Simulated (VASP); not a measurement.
Input:

```
CELL_PARAMETERS angstrom
     -0.89459     0.89459     0.89459
      0.89459    -0.89459     0.89459
      0.89459     0.89459    -0.89459
ATOMIC_POSITIONS crystal
  H  0.00000 0.00000 0.00000
```

These are PBEsol GGA, VASP's PBE PAW potentials (set 64) (plane waves; VASP) values and carry that method's errors. Settings: 530 eV cut-off, 25×25×25 Γ-centred mesh, first-order Methfessel-Paxton smearing of 0.10 eV, potentials H.

Finite-difference elastic constants of metals are sensitive to mesh and smearing; shear constants can be off by tens of GPa.

Problem. Give the elastic stiffness tensor with the ions relaxed (GPa, in the frame of the cell).

Solution. 
```json
[
 {"": "xx", "xx": "170", "yy": "95.8", "zz": "95.8", "yz": "0.0", "xz": "0.0", "xy": "0.0"},
 {"": "yy", "xx": "95.8", "yy": "170", "zz": "95.8", "yz": "0.0", "xz": "0.0", "xy": "0.0"},
 {"": "zz", "xx": "95.8", "yy": "95.8", "zz": "170", "yz": "0.0", "xz": "0.0", "xy": "0.0"},
 {"": "yz", "xx": "0.0", "yy": "0.0", "zz": "0.0", "yz": "20.2", "xz": "0.0", "xy": "0.0"},
 {"": "xz", "xx": "0.0", "yy": "0.0", "zz": "0.0", "yz": "0.0", "xz": "20.2", "xy": "0.0"},
 {"": "xy", "xx": "0.0", "yy": "0.0", "zz": "0.0", "yz": "0.0", "xz": "0.0", "xy": "20.2"}
]
```

Problem. Predict the Hill bulk modulus, Hill shear modulus, Young's modulus, Poisson's ratio.

Solution. 
```yaml
hill_bulk_modulus: 121 GPa
hill_shear_modulus: 25.9 GPa
Young's modulus: 72.5 GPa
Poisson's ratio: 0.400
```

The structure was generated: H was put into the bcc type (Im-3m), which need not be its known phase. It was relaxed first.
